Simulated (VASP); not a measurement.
Here is a VASP 6.6.1 calculation.

The input INCAR:

```
  PREC = Accurate
  ENCUT = 520
  EDIFF = 1E-7
  ISMEAR = 0
  SIGMA = 0.1
  LREAL = F
  LASPH = T
  NELM = 120
  ALGO = Normal
  ISIF = 3
  LWAVE = F
  LCHARG = F
  GGA = PE
  IBRION = 2
  NSW = 60
  EDIFFG = -0.005
  POTIM = 0.3
  KPAR = 4
```

The input KPOINTS:

```
Automatic mesh
0
Gamma
  6 6 4
```

File POSCAR:

```
Sn2Bi2O                                 
1.0
    4.8488726812      0.0000000000     -0.0000000000
   -0.0000000000      4.8488726812      0.0000000000
   -0.0000000000      0.0000000000      7.0683536528
  Sn              Bi              O             
     2     2     1
Direct
     0.0000000000000000    0.5000000000000000    0.0000000000000000
     0.5000000000000000    0.0000000000000000    0.0000000000000000
     0.0000000000000000    0.0000000000000000    0.7255528105504720
     0.0000000000000000    0.0000000000000000    0.2744471894495280
     0.5000000000000000    0.5000000000000000    0.0000000000000000
```

Potentials or basis: VASP PAW PBE potentials, release 64 (Sn_d, Bi_d, O).

Launch:

```bash
$ cat potpaw_PBE.64/Sn_d/POTCAR potpaw_PBE.64/Bi_d/POTCAR potpaw_PBE.64/O/POTCAR > POTCAR
$ mpirun -np 4 vasp_std > vasp.out
```

(1) Estimate the relaxed cell.

(2) What does it give for the band gap on the k mesh?

(3) Estimate the space group after relaxing (to 0.05 Å).

Answers

(1) a = 4.848 Å, b = 4.848 Å, c = 7.069 Å, α = 90.00°, β = 90.00°, γ = 90.00°.

(2) none (metal or under the smearing width).

(3) P4/mmm (No. 123).

Caveat: spin-orbit coupling is left out, which moves the levels of the heavy elements.
